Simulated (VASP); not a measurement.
A convergence study with VASP on GaAs (zinc blende): one setting is varied, all else stays as given below, so the limit is that of these other settings. The cell's lengths are 1 % over those of the tabulated start and one atom is moved, so it is off equilibrium.

```yaml
crystal:
  lattice:
    - [0.00000, 2.85325, 2.85325]
    - [2.85325, 0.00000, 2.85325]
    - [2.85325, 2.85325, 0.00000]
  atoms:
    - { symbol: Ga, position: [0.00000, 0.00000, 0.00000] }
    - { symbol: As, position: [0.23938, 0.26062, 0.26062] }
```

The numbers are results of LDA (Ceperley-Alder, Perdew-Zunger), VASP's LDA PAW potentials (set 64) (plane waves; VASP), not measurements. The tightest run used: 1000 eV cut-off, 9×9×9 Γ-centred mesh, Gaussian smearing of 0.050 eV, potentials Ga_d As.

Gaps are read on the run's mesh, which can miss a band edge.

Problem. The settings run are ENCUT = 150; ENCUT = 250; ENCUT = 350; ENCUT = 450; ENCUT = 550; ENCUT = 600; ENCUT = 650; ENCUT = 700; ENCUT = 750; ENCUT = 800; ENCUT = 850; ENCUT = 1000. From which on does the stress (every component) stay within 0.1 GPa of the tightest run?

Solution. From ENCUT = 450 on: it is off by 0.07 there and by no more than 0.1 in any finer run, while ENCUT = 350 is off by 0.15.
```tsv
setting	E (eV/atom)	pressure (GPa)	gap on the mesh (eV)	plane waves	difference judged (GPa)
ENCUT = 150	-1.0205	-210.34	0.171	202	207.14
ENCUT = 250	-4.7905	-6.45	0.047	432	3.25
ENCUT = 350	-4.7997	-3.35	0.047	702	0.15
ENCUT = 450	-4.7994	-3.27	0.047	1019	0.07
ENCUT = 550	-4.7996	-3.21	0.046	1372	0.00
ENCUT = 600	-4.7996	-3.22	0.046	1566	0.02
ENCUT = 650	-4.7996	-3.22	0.047	1807	0.02
ENCUT = 700	-4.7996	-3.21	0.047	1980	0.01
ENCUT = 750	-4.7996	-3.20	0.047	2185	0.00
ENCUT = 800	-4.7996	-3.20	0.047	2421	0.00
ENCUT = 850	-4.7996	-3.20	0.047	2685	0.00
ENCUT = 1000	-4.7996	-3.20	0.046	3383	0.00
```

Left out are rungs that failed or repeat a setting and relaxations that didn't move; long series are thinned to 24 rows.

The compound is GaAs in the zinc blende structure. The cell was not relaxed at this level, it is distorted from the ideal structure.
